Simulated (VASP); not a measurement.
Input:

```xyz
2
Lattice="0.0000 2.0973 2.0973 2.0973 0.0000 2.0973 2.0973 2.0973 0.0000" Properties=species:S:1:pos:R:3 pbc="T T T"
Mg     0.0000     0.0000     0.0000
O      2.0973     2.0973     2.0973
```

Method: r2SCAN meta-GGA, VASP's PBE PAW potentials (set 64) (plane waves; VASP). Run with PREC = Normal, EDIFF = 1E-5, 450 eV cut-off, 12×12×12 Γ-centred mesh, Gaussian smearing of 0.050 eV, potentials Mg O.

Task: What does the run give for the energy per atom (σ→0), band gap (on the k-mesh) with the smallest direct gap where there is one?

Result: 
```json
{
 "band gap (on the k-mesh)": "5.73 eV",
 "smallest direct gap (on the k-mesh)": "5.73 eV",
 "energy per atom (σ→0)": "-8.084 eV/atom"
}
```

Only differences to runs with the same potentials and settings are physical.

The compound is MgO in the rock salt structure. It was relaxed first.
